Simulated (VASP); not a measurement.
Crystal: RuS.

```
CELL_PARAMETERS angstrom
0.00000 2.76430 2.76430
2.76430 0.00000 2.76430
2.76430 2.76430 0.00000
ATOMIC_POSITIONS crystal
Ru 0.00000 0.00000 0.00000
S 0.25000 0.25000 0.25000
```

The cell comes from a database or a generator and needn't be the stable form of this composition.

Base run:

- Program: VASP 6.6.1
- Functional: PBEsol
- Potentials or basis: VASP PAW PBE potentials, release 64 (Ru_pv, S)
- Cutoff: 520 eV
- k mesh: 6 × 6 × 6
- Occupations: gaussian, width 0.05 eV
- Spin: collinear spin, zero start
- Starting moments: [0.0, 0.0] μB
- Hubbard terms: Ru d U = 7 eV

Its results: band gap on the k mesh none (metal or under the smearing width); pressure -17.2 GPa; net moment 0.00 μB per cell.

The run is repeated on the same cell with these changes: hubbard terms from Ru d U = 7 eV to Ru d U = 2 eV; further incar settings from ALGO = Fast; EDIFF = 1e-06 to ALGO = Fast; EDIFF = 1e-07; NBANDS = 21. What comes out?

Band gap on the k mesh none (metal or under the smearing width); pressure -21.0 GPa; net moment 0.00 μB per cell.

Caveats: the PAW data sets were made with another functional, which shifts forces and pressure a little.
